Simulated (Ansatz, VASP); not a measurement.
**Sc3TlB in two plane-wave programs**

Aim: how closely do two programs agree when they are given the same cell, functional and k mesh? The cell is taken from a series of runs on this material, whose earlier steps may have relaxed, scaled, displaced or heated it; both programs get it as it stands.

Main program and level: Ansatz 0.2.0; plane waves, with VASP 6.6.1 beside it; relaxation of cell and atoms at PBEsol.

### Step 1. The starting structure

Symmetry: Pm-3m, No. 221, cubic system. Conventional cell: a = 4.632 Å, b = 4.632 Å, c = 4.632 Å, α = 90.00°, β = 90.00°, γ = 90.00°. Sc has 2 B at 2.32 Å and 4 Tl at 3.28 Å and 8 Sc at 3.28 Å nearest. Nearest to Tl lie 12 Sc at 3.28 Å. Nearest to B lie 6 Sc at 2.32 Å. Farther neighbours are not listed.

As a file:

```xyz
5
Lattice="4.6323 0.0000 0.0000 0.0000 4.6323 0.0000 0.0000 0.0000 4.6323" Properties=species:S:1:pos:R:3 pbc="T T T"
Sc    0.0000    2.3161    2.3161
Sc    2.3161    0.0000    2.3161
Sc    2.3161    2.3161    0.0000
Tl    0.0000    0.0000    0.0000
B     2.3161    2.3161    2.3161
```

### Step 2. VASP: relaxation of cell and atoms, PBEsol

The relaxed volume is the usual yardstick between codes: in a stiff, nearly cubic crystal its relative difference is about their pressure difference at one cell divided by the bulk modulus.

Lines of VASP's logs that name or quote its potential files are left out, and so is its time.

Input file INCAR:

```
SYSTEM = Sc3TlB
PREC = Accurate
ENCUT = 500
EDIFF = 1E-07
NELM = 120
ISMEAR = 1
SIGMA = 0.2
LREAL = .FALSE.
ALGO = Normal
GGA = PS
NBANDS = 30
LASPH = .TRUE.
LORBIT = 11
LWAVE = .FALSE.
LCHARG = .FALSE.
ISIF = 3
IBRION = 2
NSW = 80
EDIFFG = -0.005
GGA_COMPAT = .FALSE.
NELMIN = 4
KPAR = 2
```

Input file POSCAR:

```
Sc3TlB
1.0
    4.6322530000      0.0000000000      0.0000000000
    0.0000000000      4.6322530000      0.0000000000
    0.0000000000      0.0000000000      4.6322530000
Sc Tl B
3 1 1
Direct
    0.0000000000      0.4999998921      0.4999998921
    0.4999998921      0.0000000000      0.4999998921
    0.4999998921      0.4999998921      0.0000000000
    0.0000000000      0.0000000000      0.0000000000
    0.4999998921      0.4999998921      0.4999998921
```

Input file KPOINTS:

```
Automatic mesh
0
Gamma
8 8 8
0 0 0
```

Potentials, in the order of the species: Sc_sv, Tl_d and B (PBE family, release 64).

The run is started by

```bash
mpirun -np 2 vasp_std
```

Numbers of over 12 decimals in the logs are rounded to 6 here.

The program printed:

```text
[banner, memory and clock lines left out]
running    2 mpi-ranks, on    1 nodes
 distrk:  each k-point on    1 cores,    2 groups
 distr:  one band on    1 cores,    1 groups

 POSCAR found type information on POSCAR ScTlB
 POSCAR found :  3 types and       5 ions
|                                                                             |
|               ----> ADVICE to this user running VASP <----                  |
|                                                                             |
|     You enforced a specific xc type in the INCAR file but a different       |
|     [... a line on the potential file left out ...]
|     I HOPE YOU KNOW WHAT YOU ARE DOING!                                     |
|                                                                             |

 LDA part: xc-table for (Slater+PW92), standard interpolation
 POSCAR, INCAR and KPOINTS ok, starting setup
 FFT: planning ... GRIDC
 FFT: planning ... GRID_SOFT
 FFT: planning ... GRID
 WAVECAR not read
 entering main loop
       N       E                     dE             d eps       ncg     rms          rms(c)
DAV:   1     0.858239048256E+03    0.85824E+03   -0.21585E+04  2108   0.163E+03
DAV:   2     0.367386207442E+02   -0.82150E+03   -0.81013E+03  3068   0.691E+02
DAV:   3    -0.367906381196E+02   -0.73529E+02   -0.71168E+02  3560   0.261E+02
DAV:   4    -0.400151498260E+02   -0.32245E+01   -0.30927E+01  3360   0.483E+01
DAV:   5    -0.400870792512E+02   -0.71929E-01   -0.71550E-01  3368   0.869E+00    0.169E+01
DAV:   6    -0.316488576268E+02    0.84382E+01   -0.45790E+01  2910   0.380E+01    0.416E+00
DAV:   7    -0.314908777041E+02    0.15798E+00   -0.12367E+00  3228   0.836E+00    0.238E+00
DAV:   8    -0.314137860462E+02    0.77092E-01   -0.19204E-01  3058   0.293E+00    0.702E-01
DAV:   9    -0.314085636549E+02    0.52224E-02   -0.34987E-02  3490   0.113E+00    0.238E-01
DAV:  10    -0.314080493686E+02    0.51429E-03   -0.11269E-02  3290   0.602E-01    0.880E-02
DAV:  11    -0.314078155680E+02    0.23380E-03   -0.16997E-03  3248   0.235E-01    0.260E-02
DAV:  12    -0.314078180013E+02   -0.24333E-05   -0.86416E-05  3090   0.748E-02    0.870E-03
DAV:  13    -0.314078175248E+02    0.47650E-06   -0.94562E-06  3208   0.198E-02    0.256E-03
DAV:  14    -0.314078175995E+02   -0.74689E-07   -0.15126E-06  2682   0.109E-02    0.139E-03
DAV:  15    -0.314078173232E+02    0.27628E-06   -0.87057E-08  1680   0.379E-03    0.430E-04
DAV:  16    -0.314078173486E+02   -0.25372E-07   -0.28572E-08  1680   0.257E-03
   1 F= -.31407817E+02 E0= -.31408682E+02  d E =-.314078E+02
 curvature:   0.00 expect dE= 0.000E+00 dE for cont linesearch  0.000E+00
 trial: gam= 0.00000 g(F)=  0.000E+00 g(S)=  0.206E-03 ort = 0.000E+00 (trialstep = 0.100E+01)
 search vector abs. value=  0.206E-03
 bond charge predicted
       N       E                     dE             d eps       ncg     rms          rms(c)
DAV:   1    -0.314105735823E+02   -0.27563E-02   -0.73238E-02  2488   0.287E+00    0.358E-01
DAV:   2    -0.314081761387E+02    0.23974E-02   -0.73314E-03  3236   0.949E-01    0.106E-01
DAV:   3    -0.314078931615E+02    0.28298E-03   -0.10615E-03  2796   0.282E-01    0.519E-02
DAV:   4    -0.314078750223E+02    0.18139E-04   -0.66169E-05  3348   0.731E-02    0.232E-02
DAV:   5    -0.314078702419E+02    0.47803E-05   -0.11541E-05  3150   0.331E-02    0.890E-03
DAV:   6    -0.314078692262E+02    0.10158E-05   -0.29605E-06  3238   0.152E-02    0.128E-03
DAV:   7    -0.314078691727E+02    0.53512E-07   -0.14991E-07  1682   0.470E-03
   2 F= -.31407869E+02 E0= -.31408705E+02  d E =-.518241E-04
 trial-energy change:   -0.000052  1 .order   -0.000055   -0.000206    0.000096
 step:   0.6677(harm=  0.6825)  dis= 0.00000  next Energy=   -31.407885 (dE=-0.679E-04)
 bond charge predicted
       N       E                     dE             d eps       ncg     rms          rms(c)
DAV:   1    -0.314081837733E+02   -0.31455E-03   -0.80964E-03  2456   0.954E-01    0.119E-01
DAV:   2    -0.314079158261E+02    0.26795E-03   -0.81411E-04  3228   0.315E-01    0.351E-02
DAV:   3    -0.314078857373E+02    0.30089E-04   -0.11777E-04  2778   0.942E-02    0.174E-02
DAV:   4    -0.314078853200E+02    0.41726E-06   -0.74860E-06  3338   0.243E-02    0.763E-03
DAV:   5    -0.314078856632E+02   -0.34318E-06   -0.13883E-06  3004   0.114E-02    0.311E-03
DAV:   6    -0.314078859470E+02   -0.28375E-06   -0.35518E-07  2266   0.539E-03    0.411E-04
DAV:   7    -0.314078859535E+02   -0.65520E-08   -0.24096E-08  1590   0.309E-03
   3 F= -.31407886E+02 E0= -.31408732E+02  d E =-.686050E-04
 curvature:  -0.34 expect dE=-0.865E-08 dE for cont linesearch -0.865E-08
 trial: gam= 0.00000 g(F)=  0.373E-47 g(S)=  0.254E-07 ort =-0.229E-05 (trialstep = 0.934E+00)
 search vector abs. value=  0.255E-07
 reached required accuracy - stopping structural energy minimisation
```

Parts of OUTCAR (step 2):

```text
ion  position               nearest neighbor table
   1  0.000  0.500  0.500-   5 2.32   5 2.32   4 3.28   2 3.28   3 3.28   4 3.28   3 3.28   4 3.28
                             2 3.28   3 3.28   2 3.28   4 3.28   2 3.28   3 3.28
   2  0.500  0.000  0.500-   5 2.32   5 2.32   4 3.28   1 3.28   3 3.28   4 3.28   3 3.28   4 3.28
                             1 3.28   3 3.28   1 3.28   4 3.28   1 3.28   3 3.28
   3  0.500  0.500  0.000-   5 2.32   5 2.32   4 3.28   1 3.28   2 3.28   4 3.28   2 3.28   4 3.28
                             1 3.28   2 3.28   1 3.28   1 3.28   2 3.28   4 3.28
   4  0.000  0.000  0.000-   1 3.28   2 3.28   3 3.28   1 3.28   2 3.28   1 3.28   3 3.28   2 3.28
                             3 3.28   1 3.28   2 3.28   3 3.28
   5  0.500  0.500  0.500-   1 2.32   2 2.32   3 2.32   1 2.32   2 2.32   3 2.32

  LATTYP: Found a simple cubic cell.
 ALAT       =     4.6322530000

 Subroutine GETGRP returns: Found 48 space group operations
 (whereof 48 operations were pure point group operations)

The static configuration has the point symmetry O_h .

 Found     35 irreducible k-points:

   k-points           NKPTS =     35   k-points in BZ     NKDIM =     35   number of bands    NBANDS=     30

   dimension x,y,z NGX =    36 NGY =   36 NGZ =   36
   dimension x,y,z NGXF=    72 NGYF=   72 NGZF=   72

   ENCUT  =  500.0 eV  36.75 Ry    6.06 a.u.   8.45  8.45  8.45*2*pi/ulx,y,z

   NELECT =      49.0000    total number of electrons

 k-points in reciprocal lattice and weights: Automatic mesh
   0.00000000  0.00000000  0.00000000       0.002
   0.12500000  0.00000000  0.00000000       0.012
   0.25000000  0.00000000  0.00000000       0.012
   0.37500000  0.00000000  0.00000000       0.012
   0.50000000  0.00000000  0.00000000       0.006
   0.12500000  0.12500000  0.00000000       0.023
   0.25000000  0.12500000  0.00000000       0.047
   0.37500000  0.12500000  0.00000000       0.047
   0.50000000  0.12500000  0.00000000       0.023
[...]
0.50000000  0.50000000  0.37500000       0.012
   0.50000000  0.50000000  0.50000000       0.002

 average (electrostatic) potential at core
       1 -45.6093       2 -45.6093       3 -45.6093       4 -83.9536       5 -26.0993

 E-fermi :   4.5819

 k-point     1 :       0.0000    0.0000    0.0000
  band No.  band energies     occupation
    ...
     18      -3.2270      2.00000
     19      -1.0823      2.00000
     20       4.4728      1.78794
     21       4.4728      1.78794
     22       4.4728      1.78794
     23       4.7675     -0.03195
     24       4.7675     -0.03195
     25       4.9909     -0.01378
     26       4.9909     -0.01378
     27       4.9909     -0.01378
    ...

 k-point     2 :       0.1250    0.0000    0.0000
  band No.  band energies     occupation
    ...
     18      -3.1137      2.00000
     19      -1.0572      2.00000
     20       3.7955      2.00000
     21       4.4347      1.94347
     22       4.4347      1.94347
     23       4.8703     -0.06028
     24       4.9102     -0.04229
     25       4.9102     -0.04229
     26       5.0191     -0.00838
     27       5.0834     -0.00224
    ...

 k-point     3 :       0.2500    0.0000    0.0000
  band No.  band energies     occupation
    ...
     18      -2.7855      2.00000
     19      -1.0475      2.00000
     20       2.9864      2.00000
     21       4.3590      2.06658
     22       4.3590      2.06658
     23       4.7159      0.10204
     24       4.7159      0.10204
     25       4.7739     -0.04089
     26       5.0924     -0.00182
     27       5.1594     -0.00035
    ...

  Total       -0.0009366     -0.0009366     -0.0009366     -0.0000000      0.0000000     -0.0000000
  in kB       -0.0150721     -0.0150721     -0.0150721     -0.0000000      0.0000000     -0.0000000
  external PRESSURE =      -0.0150721 kB  Pullay stress =       0.0000000 kB

  energy-cutoff  :      500.00
  volume of cell :       99.56
      direct lattice vectors                 reciprocal lattice vectors
     4.634772866  0.000000000  0.000000000     0.215760303 -0.000000000  0.000000000
     0.000000000  4.634772866 -0.000000000    -0.000000000  0.215760303 -0.000000000
    -0.000000000  0.000000000  4.634772866    -0.000000000  0.000000000  0.215760303

 POSITION                                       TOTAL-FORCE (eV/Angst)
 -----------------------------------------------------------------------------------
      0.00000      2.31739      2.31739         0.000000      0.000000      0.000000
      2.31739      0.00000      2.31739        -0.000000      0.000000      0.000000
      2.31739      2.31739     -0.00000         0.000000     -0.000000      0.000000
      0.00000      0.00000      0.00000        -0.000000     -0.000000      0.000000
      2.31739      2.31739      2.31739        -0.000000     -0.000000      0.000000
 -----------------------------------------------------------------------------------
    total drift:                                0.001170      0.001170      0.001170

  FREE ENERGIE OF THE ION-ELECTRON SYSTEM (eV)
  ---------------------------------------------------
  free  energy   TOTEN  =       -31.4078859535 eV

  energy  without entropy=      -31.4104241507  energy(sigma->0) =      -31.40873202

 reached required accuracy - stopping structural energy minimisation

 total charge
# of ion       s       p       d       tot
------------------------------------------
    1        2.227   6.177   1.042   9.446
    2        2.227   6.177   1.042   9.446
    3        2.227   6.177   1.042   9.446
    4        1.009   0.764   9.567  11.340
    5        0.761   1.115   0.000   1.876
--------------------------------------------------
tot          8.452  20.409  12.692  41.554

[... 3 further parts left out ...]
```

(Part 1 of 2 ends here.)

[Lines on the potential files, build, host, timing and source positions are cut from VASP's logs without a mark.]

[Logs are printed without paths, hosts, clocks, repeated set-up lines and the standing remarks that a program may print on its own settings, such as how far it seeks lower states.]

[Hosts, paths, dates, database ids (printed as entryN), source tags and the programs' standing remarks are cut or masked in the printed files.]
